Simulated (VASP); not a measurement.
SnSe:

```
CELL_PARAMETERS angstrom
0.00000 3.01000 3.01000
3.01000 0.00000 3.01000
3.01000 3.01000 0.00000
ATOMIC_POSITIONS crystal
Sn 0.00000 0.00000 0.00000
Se 0.50000 0.50000 0.50000
```

Measurements of this composition are mostly on another form, of space group No. 62.

Base run:

| Property | Result |
| --- | --- |
| Program | VASP 6.6.1 |
| Functional | LDA |
| Potentials or basis | VASP PAW LDA potentials, release 64 (Sn_d, Se) |
| Cutoff | 520 eV |
| k mesh | 10 × 10 × 10 |
| Occupations | gaussian, width 0.05 eV |
| Spin | no spin polarisation |

Its results: band gap on the k mesh 0.52 eV, indirect (least direct gap 0.63 eV); pressure -3.2 GPa.

Question: The run is repeated on the same cell with these changes: k mesh from 10 × 10 × 10 to 8 × 8 × 8; further incar settings from ALGO = Fast; EDIFF = 1e-07; NBANDS = 17 to ALGO = Normal; EDIFF = 1e-07; NBANDS = 17. What comes out?

Answer: Band gap on the k mesh 0.63 eV, direct; pressure -3.3 GPa.

Caveats: spin-orbit coupling is left out, which moves the levels of the heavy elements.

A k mesh can miss the band edges.

Not every run made on this cell is shown here.
